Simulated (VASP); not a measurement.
MgB$_{2}$ (AlB2 type): the lattice constant c from VASP (plane waves, PAW) at several levels of theory. Static lattice.  The measured value holds thermal and zero-point effects that the static calculation lacks.

| level | lattice constant c (Å) | error against measurement |
|---|---|---|
| LDA | 3.437 | -2.4 % |
| PBE | 3.533 | +0.3 % |
| PBEsol | 3.508 | -0.4 % |
| RPBE | 3.565 | +1.2 % |
| AM05 | 3.505 | -0.5 % |
| PBE-D3(BJ) | 3.455 | -1.9 % |
| optB88-vdW | 3.522 | +0.0 % |
| rev-vdW-DF2 | 3.514 | -0.2 % |
| SCAN | 3.513 | -0.2 % |
| r2SCAN | 3.518 | -0.1 % |

Measured: 3.521 Å at 300 K (as given by I. Loa et al., Physical review. B, Condensed matter (2002), arXiv:cond-mat/0206051).

The cell of the LDA run:

```
MgB2
1.0
    1.51821    -2.62962     0.00000
    1.51821     2.62962     0.00000
    0.00000     0.00000     3.43724
Mg B
1 2
Cartesian
  0.00000   0.00000   0.00000
  1.51821   0.87654   1.71862
  1.51821  -0.87654   1.71862
```

Only levels that ran to the end are used. Left out are those held back, those with too coarse a band path, GW runs whose mesh misses a band edge, hybrids' fits of cells that aren't cubic and levels without matching references; a question may draw on a part of the rest.

The compound is MgB2 in the AlB2 type structure.
